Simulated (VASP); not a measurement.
Cost and result of VASP (PAW) for the lattice constant a of AlAs (zinc blende). Static lattice. The cost counts the five points of the equation of state, each on the mesh and cut-off of its row, so the ratios hold those differences too. With PBE it took about 50 core-seconds. Times come from single runs on busy shared machines, so they are rough: good to a factor of about 2.

Measured: 5.649 Å at 0 K (as given by Daniel Mejia-Rodriguez et al., Physical Review B (2018), arXiv:1807.09216; static lattice: zero-point anharmonic expansion removed).

```tsv
level	k-mesh	cut-off (eV)	lattice constant a (Å)	error (%)	cost over PBE
PBE-D3 (zero damping)	8×8×8	520	5.699	+0.9	within a factor of 2
PW91	8×8×8	520	(withheld)	(withheld)	within a factor of 2
PBEsol	8×8×8	520	5.682	+0.6	within a factor of 2
PBE	8×8×8	520	5.733	+1.5	reference
vdW-DF-cx	8×8×8	520	5.697	+0.8	about 3 times
optB86b-vdW	8×8×8	520	5.709	+1.1	about 3 times
vdW-DF2	8×8×8	520	(withheld)	(withheld)	about 3 times
```

**Question.** Complete the blanks.

**Answer.** 
- PW91, lattice constant a (Å): 5.730
- PW91, error (%): +1.4
- vdW-DF2, lattice constant a (Å): 5.836
- vdW-DF2, error (%): +3.3

Left out are levels that failed, ran on another kind of processor or have no fit band path; at most nine are shown.

The compound is AlAs in the zinc blende structure.
